PBEsol was built to give better lattice constants for solids, and in this table of ruthenium it seems to do the opposite. Its crystal shrinks by 1.91 % in volume from the start cell, while plain PBE, the functional it was meant to improve on, swells by only 1.32 %. Both miss, in opposite directions, and the specialist misses by more. Part of PBEsol's miss is real and comes from the way it treats the electrons. The other part comes from the yardstick, and by a rough estimate it is large enough to change the verdict.

Plane-wave DFT with VASP 6.6.1 and PAW potentials for hcp ruthenium (P6_3/mmc, 2 atoms), cell and atoms relaxed without spin polarisation, spin–orbit coupling or a separate dispersion correction. Cutoff 600 eV, 15 × 15 × 9 k-mesh, Methfessel–Paxton smearing of 0.1 eV. Volume changes are relative to the start cell (a = 2.706 Å, c = 4.282 Å), while the lengths in the table are those of the relaxed cells. The rows are a selection: runs that failed or met a known fault of the program, and some with graver warnings, are left out.

```
 functional                            potentials  volume change (%)  relaxed length a (Å)  relaxed length c (Å)
        LDA  VASP-PAW-LDA-potentials,-recommended             -3.340                 2.675                 4.234
        PBE  VASP-PAW-PBE-potentials,-recommended              1.320                 2.717                 4.301
     PBEsol  VASP-PAW-PBE-potentials,-recommended             -1.910                 2.688                 4.255
       RPBE  VASP-PAW-PBE-potentials,-recommended              2.760                 2.731                 4.320
     r2SCAN  VASP-PAW-PBE-potentials,-recommended             -0.200                 2.704                 4.278
       AM05  VASP-PAW-PBE-potentials,-recommended             -2.520                 2.682                 4.247
rev-vdW-DF2  VASP-PAW-PBE-potentials,-recommended             -0.040                 2.705                 4.281
```

The volume change compares each relaxed cell with the cell in which the run started. The edges of that start cell, 2.706 and 4.282 Å, agree with the measured room-temperature values as recalled, so it is taken here as the real crystal. A negative entry therefore means a crystal denser than the real one, and a positive entry one that is too dilute. LDA lies at the dense end and RPBE at the dilute end, about six percentage points apart.

The failure has a simple shape. In every row the lengths a and c change by nearly the same fraction, so their ratio c/a stays at 1.58, and the hexagonal cell is scaled up or down almost like a photograph. What is wrong is the overall bond length, not the balance between bonds within a layer and bonds between layers. A glance at one edge makes the error look small, because a volume contains three lengths. PBE stretches a by only about 0.4 %, which is a third of its volume error.

Nothing in a single run gives this away. Symmetry keeps the forces on the two atoms at zero, and the pressure left at the end of the relaxations is at most about 0.09 GPa. For a metal as stiff as ruthenium that leaves the volume uncertain by roughly 0.03 %, far less than the errors of PBE and PBEsol. Each crystal has settled properly into the energy minimum of its own functional, but the minimum lies in the wrong place. The error shows when the cell is held against a measured one. The cells of other functionals can warn that something is off, but they can't tell which of them is right.

The reason can be put as a pressure. Near its minimum, the energy of a crystal rises as a parabola in the volume $V$, with a curvature set by the bulk modulus $B$, the resistance to compression. Suppose that a further energy term $\Delta E(V)$ is added. The minimum then moves away from its old place $V_0$ until the elastic restoring force balances the slope of the new term:

$$\frac{V-V_0}{V_0}=\frac{P}{B},\qquad P=-\frac{d\,\Delta E}{dV}.$$

A term that falls in energy as the crystal expands acts as an outward pressure. A change of functional adds such a term, and so does the motion of the atoms.

For the functionals, the term that matters most is the response to an uneven electron density. LDA treats each point in the crystal as a piece of uniform electron gas and usually binds solids too tightly, as it does here. Gradient-corrected functionals such as PBE also ask how quickly the density varies compared with the wavelength of the electrons at that point. Where the variation is rapid, their exchange energy is lower than that of LDA. Stretching the crystal thins the density between the atoms and makes it more uneven on this scale, so the correction rewards expansion and pushes outward.

The table holds one clean test of this argument. PBE and RPBE share the same formula for correlation and the same potentials, and they differ in how strongly exchange responds to moderate and large gradients. RPBE responds more strongly, and its volume lies a further 1.44 percentage points above that of PBE. The direction is the one that the argument requires. In this pair a stronger exchange response alone makes the crystal larger.

PBEsol turns the same screw the other way. PBE's stronger response to gradients serves atoms and molecules well, where the density falls away steeply into empty space. Inside a close-packed metal the valence density varies more gently, and PBEsol goes back to the weaker exchange response that theory gives for a slowly varying electron gas, with its correlation adjusted as well. It thereby takes back about 69 % of the expansion that leads from LDA to PBE. That share is approximate as a measure of the functionals, because the LDA run also uses its own potentials.

So PBE pushes outward too hard for this metal, and PBEsol leaves part of the LDA overbinding in place. This accounts for the opposite signs, but not yet for the odd ranking. Here the yardstick enters. The calculations describe atoms at rest, whereas atoms in the measured crystal vibrate, and they do so even at absolute zero. Because bonds resist compression more strongly than stretching, vibration swells a crystal like this one, and a fair reference for a static calculation is smaller than the room-temperature cell.

The size of that swelling follows from the pressure formula. Vibrating atoms exert a pressure $P=\gamma U/V$, where $U$ is the vibrational energy per atom, $V$ is now the volume per atom, and the Grüneisen constant $\gamma$ measures how fast the vibrations soften as the crystal expands. For harmonic vibrations, zero-point motion included, $U$ is never less than the classical value $3kT$, with $k$ the Boltzmann constant and $T$ the temperature. At 300 K this is about 0.078 eV. Dividing the pressure by the bulk modulus gives the relative expansion:

$$\frac{\Delta V}{V}=\frac{\gamma U}{BV}\approx\frac{2\times 0.078\ \text{eV}}{27\ \text{eV}}\approx 0.006.$$

The 27 eV in the denominator is a bulk modulus of roughly 320 GPa, or 2.0 eV/Å³, times the 13.57 Å³ per atom of the start cell, which stands here for the measured crystal. The relaxed cells have between 13.12 and 13.95 Å³ per atom, depending on the functional, and using any of them instead would change the estimated swelling by less than 4 % of its value. The bulk modulus and the Grüneisen constant of about 2 are rough recalled values, and no volume in the table was used to adjust them. The result should be read as about half a percent, not as a precise correction. Half a percent is small beside the error of LDA, but it is about as large as the gap between the misses of PBE and PBEsol.

A smaller reference moves every error upward by nearly the same amount. PBE, already too large, gets worse, and PBEsol, too small, gets better. The two are equally wrong once the reference has shrunk by half the difference of their misses, $(1.91-1.32)/2$, or about 0.3 %. The estimated swelling is about twice that. Against a crystal at rest, then, PBEsol is probably the better of the two, with an error nearer one percent than two.

The row that looked wrong is thus wrong by less than it seemed, and its rival by more. The reversal rests on an estimate, and the expansion would have to be only half as large to undo it. The same caution applies at the ends of the table. LDA misses the start cell by more than RPBE does, yet those two also change places once the reference shrinks by about 0.3 %. AM05, another functional designed with solids and surfaces in view, would draw level with PBE at a shrinkage of 0.6 %, which is so close to the estimate that their order stays open.

The signs are sturdier than the rankings. To make the PBEsol crystal too large, the reference would have to shrink by more than 1.91 %, over three times the estimate, and AM05 and LDA would need still more. PBE and RPBE are too large against either reference. A statement such as "PBE makes ruthenium too dilute" is therefore safer than "PBE is the more accurate choice", although both can be read from the same column.

The two rows nearest zero need the most care. The rev-vdW-DF2 volume differs from the start cell by only 0.04 %, and that of r2SCAN by 0.20 %. A static calculation that lands on the warm crystal has, by the estimate above, a cell about half a percent too large, so the apparent hit is a small error hidden by the missing vibrations. The gap between the two rows is smaller still. Effects absent from the runs, such as spin-orbit coupling, or the use of potentials made for PBE could matter at this level, and neither row can be named the winner.

The rev-vdW-DF2 row also shows where the simple picture of one adjustable gradient response breaks down. For gentle gradients its exchange is practically as weak as that of PBEsol, with a leading coefficient of about 0.12 in both, against 0.22 in PBE. If that coefficient settled the volume, the two cells would nearly coincide. Instead the rev-vdW-DF2 cell is larger by 1.87 percentage points, more than the step from PBE to RPBE.

Exchange is unlikely to explain much of this. That of rev-vdW-DF2 keeps growing at steep gradients, where that of PBEsol levels off, but at the gentler gradients usual inside a metal the two stay much closer together than those of PBE and RPBE. The larger part is expected to come from the correlation, where a nonlocal term takes the place of PBEsol's gradient correction. No separate dispersion correction was added on top. The nonlocal term includes van der Waals attraction, but it changes the correlation within the dense metal as well, so this row cannot show what van der Waals forces alone do to ruthenium. It is a warning that a functional can't be judged by its exchange alone.

For a neighbouring metal, the pressure picture gives a way to guess before calculating. Ask first whether the new functional rewards an uneven density more or less than PBE does, which gives the direction of the shift when the rest of the functional is kept alike. Then ask how stiff the metal is, because the same extra pressure moves a soft crystal further than a hard one. Ruthenium is among the stiffer metals, and even here the choice of functional shifts the volume by several percent.

The error also matters when the cell isn't relaxed at all. A ruthenium crystal held at the measured edges is squeezed in the eyes of PBE and RPBE, because both want a larger cell, and stretched in the eyes of LDA, AM05 and PBEsol. For r2SCAN and rev-vdW-DF2 the built-in strain is slight. An engineer who calculates the effect of strain in a thin film should therefore count the strain from the relaxed cell of the functional in use. Otherwise the error of the functional enters the result as a strain that the real film does not have.
